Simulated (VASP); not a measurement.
AlN (zinc blende), at 0.96 of the tabulated volume:

```
CELL_PARAMETERS angstrom
      0.00000     2.16040     2.16040
      2.16040     0.00000     2.16040
      2.16040     2.16040     0.00000
ATOMIC_POSITIONS crystal
  Al 0.00000 0.00000 0.00000
  N  0.25000 0.25000 0.25000
```

The lowest empty band near X, direction across the valley's axis, from mBJ (TB09) with spin-orbit coupling in VASP (PAW); its two spin partners are averaged. The gap over the points computed is 4.85 eV, and the next band on that side lies 5.18 eV away at the edge.

Settings: 520 eV cut-off, 12×12×12 Γ-centred mesh, Gaussian smearing of 0.050 eV, potentials Al N.

| distance from the edge in k (1/Å) | distance in energy (meV) |
|---|---|
| 0.018 | 3.4 |
| 0.025 | 6.5 |
| 0.035 | 12.7 |
| 0.050 | 26.0 |
| 0.070 | 50.7 |

Q: Fit E(1 + αE) = ħ²k²/2m* (ħ²/2m0 = 3.810 eV Å²) and predict the row at 0.095 1/Å.

A: The rows don't resolve α, so a parabola serves: the electron mass is m* = 0.368 m0, and so 93.5 meV. The run gave 92.9 meV, -0.6 meV from the fit.

Left out are points under 3 meV from the edge, since the levels carry 0.1 meV, and points farther than half the way to the next band.

The compound is AlN in the zinc blende structure, a metastable form; wurtzite is the usual one. The cell was not relaxed at this level.
